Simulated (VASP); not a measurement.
A convergence study with VASP on W (bcc): a few settings are varied, all else stays as given below, so the limit is that of these other settings.

```yaml
crystal:
  lattice:
    - [-1.58000, 1.58000, 1.58000]
    - [1.58000, -1.58000, 1.58000]
    - [1.58000, 1.58000, -1.58000]
  atoms:
    - { symbol: W, position: [0.00000, 0.00000, 0.00000] }
```

Level of theory: PBEsol GGA, VASP's PBE PAW potentials (set 64) (plane waves; VASP). The last row used: 550 eV cut-off, 24×24×24 Γ-centred mesh, second-order Methfessel-Paxton smearing of 0.40 eV, potentials W_sv.

```
setting                                   E (eV/atom)  pressure (GPa)  irreducible k-points
----------------------------------------  -----------  --------------  --------------------
ISMEAR = -1, SIGMA = 0.01, 9×9×9 mesh        -13.8133           -1.29                    35
ISMEAR = -1, SIGMA = 0.1, 9×9×9 mesh                ?               ?                    35
ISMEAR = 0, SIGMA = 0.01, 9×9×9 mesh         -13.8130           -1.24                    35
ISMEAR = 0, SIGMA = 0.1, 9×9×9 mesh          -13.8155           -1.39                    35
ISMEAR = 1, SIGMA = 0.01, 9×9×9 mesh         -13.8129           -1.20                    35
ISMEAR = 1, SIGMA = 0.2, 9×9×9 mesh          -13.8165           -1.38                    35
ISMEAR = 2, SIGMA = 0.05, 9×9×9 mesh         -13.8133           -1.29                    35
ISMEAR = 2, SIGMA = 0.2, 9×9×9 mesh          -13.8158           -1.44                    35
ISMEAR = -1, SIGMA = 0.01, 18×18×18 mesh     -13.7997           -1.13                   195
ISMEAR = -1, SIGMA = 0.2, 18×18×18 mesh             ?               ?                   195
ISMEAR = 0, SIGMA = 0.01, 18×18×18 mesh      -13.7996           -1.14                   195
ISMEAR = 0, SIGMA = 0.2, 18×18×18 mesh       -13.8004           -1.07                   195
ISMEAR = 1, SIGMA = 0.01, 18×18×18 mesh      -13.7996           -1.14                   195
ISMEAR = 1, SIGMA = 0.4, 18×18×18 mesh       -13.8011           -1.08                   195
ISMEAR = 2, SIGMA = 0.05, 18×18×18 mesh      -13.7997           -1.14                   195
ISMEAR = 2, SIGMA = 0.4, 18×18×18 mesh       -13.8008           -1.08                   195
ISMEAR = -1, SIGMA = 0.05, 24×24×24 mesh     -13.8063           -1.12                   413
ISMEAR = -1, SIGMA = 0.2, 24×24×24 mesh      -13.8045           -1.01                   413
ISMEAR = 0, SIGMA = 0.05, 24×24×24 mesh      -13.8063           -1.10                   413
ISMEAR = 0, SIGMA = 0.2, 24×24×24 mesh       -13.8061           -1.14                   413
ISMEAR = 1, SIGMA = 0.05, 24×24×24 mesh      -13.8063           -1.08                   413
ISMEAR = 1, SIGMA = 0.4, 24×24×24 mesh       -13.8057           -1.17                   413
ISMEAR = 2, SIGMA = 0.1, 24×24×24 mesh       -13.8063           -1.11                   413
ISMEAR = 2, SIGMA = 0.4, 24×24×24 mesh       -13.8058           -1.16                   413
```

Question: Fill in the missing entries.

Answer: 
- ISMEAR = -1, SIGMA = 0.2, 18×18×18 mesh, E (eV/atom): -13.8015
- ISMEAR = -1, SIGMA = 0.2, 18×18×18 mesh, pressure (GPa): -0.94
- ISMEAR = -1, SIGMA = 0.1, 9×9×9 mesh, E (eV/atom): -13.8196
- ISMEAR = -1, SIGMA = 0.1, 9×9×9 mesh, pressure (GPa): -1.42

Left out are rungs that failed or repeat a setting and relaxations that didn't move; long series are thinned to 24 rows.

The compound is W in the bcc structure. The cell was not relaxed at this level.
